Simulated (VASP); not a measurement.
## NaI: energy against volume

NaI (rock salt, Fm-3m, 32.707 Å³/atom and stress up to 0.07 GPa in the relaxed cell, cube axes along x, y and z) under an equal strain ε along all three axes. PBEsol in VASP (plane waves, PAW), 480 eV, 8×8×8 Γ-centred mesh, Gaussian smearing 0.05 eV; ions are relaxed, or left where forces stay under 0.02 eV/Å, within the symmetry of each cell.

Here V stands for volume and E for E less E0.

| volume (Å³/atom) | E less E0 (meV/atom) | pressure (GPa) |
|---|---|---|
| 30.7836 | 8.16 | 1.30 |
| 31.2572 | 4.75 | 0.96 |
| 31.7356 | 2.28 | 0.64 |
| 32.2188 | 0.71 | 0.34 |
| 32.7070 | 0.00 | 0.07 |
| 33.2001 | 0.08 | -0.18 |
| 33.6981 | 0.93 | -0.41 |
| 34.2010 | 2.48 | -0.63 |
| 34.7089 | 4.71 | -0.83 |
| 35.7398 | ? | ? |

Taking the third-order Birch-Murnaghan form, a cubic in V^(-2/3) for E over the 9 complete rows: With u = V^(-2/3) - 0.0978, the rows have u = 0.0040092, 0.0029782, 0.0019629, 0.0009629, -0.0000224, -0.0009929, -0.0019491, -0.0028910, -0.0038191. Least squares gives E = 0.005 + 333.6·u + 416943·u² + 1831622·u³. Residuals (row less fit): -0.002, 0.005, 0.000, -0.004, 0.002, -0.003, 0.005, -0.001, 0.000; standard error 0.004 (degrees of freedom: 5). Its minimum lies at u = -0.0004011, so V0 = (0.0973989)^(-3/2) = 32.90. There d²E/du² = 829500 and d³E/du³ = 1.099e7, so B0 = (4/9) × 32.90^(-7/3) × 829500 × 0.160218 = 17.0 GPa (the last factor turns the table's units into GPa), and B0' = 4 + (2/3) × 0.0973989 × (1.099e7)/829500 = 4.9. B0' rests on the cubic coefficient alone and has a standard error of 0.1 from these residuals.

### Question
What does the fit predict for E at V = 35.7398, and how far is the calculated value from it?

### Answer
u = -0.0056352, so E = 0.005 + 333.6 × (-0.0056352) + 416943 × (-0.0056352)² + 1831622 × (-0.0056352)³ = 11.038 meV/atom. The calculation gives 11.04 meV/atom, which the fit meets to the printed digits. The row lies outside the fitted rows, so this is an extrapolation. The scatter of the fitted rows lies at the last printed digit.

Spin-orbit coupling is left out, which can shift these values for the heavy elements here. Other structures, which can take over under pressure, weren't tried. The same form fitted to the pressure column gives B0' = 4.8; series where the two differ by over 0.4 aren't shown. Rows are the converged runs of the series near zero and its far end, less any whose ions stayed unrelaxed beside relaxed ones; series whose fitted rows scatter by over a few per cent of the range, as at a crossing or softening among them, aren't shown in this form.
